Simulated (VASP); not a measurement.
Consider the following.

```xyz
2
Lattice="0.0000 2.1638 2.1638 2.1638 0.0000 2.1638 2.1638 2.1638 0.0000" Properties=species:S:1:pos:R:3 pbc="T T T"
Ti     0.0000     0.0000     0.0000
C      2.1638     2.1638     2.1638
```

The numbers are results of revTPSS meta-GGA, VASP's PBE PAW potentials (set 64) (plane waves; VASP 6.6.1), not measurements. Settings: 520 eV cut-off, 14×14×14 Γ-centred mesh, first-order Methfessel-Paxton smearing of 0.10 eV, potentials Ti_sv C.

Q: Give the energy at these volumes per atom, relative to the lowest: 9.50, 9.80, 10.10, 10.41, 10.71 Å³.

A: 35.0, 9.0, 0.0, 5.7, 24.0 meV/atom. A third-order Birch-Murnaghan fit gives B0 = 255 GPa and B0′ = 4.0.

Measured: a 4.330 Å (computed value off by -0.1 %), as given by Guo-Xu Zhang et al., New Journal of Physics (2018), doi:10.1088/1367-2630/aac7f0. The calculation is for a static lattice, while the measured a holds thermal and zero-point effects, which are part of the difference.

The compound is TiC in the rock salt structure. It was relaxed first.
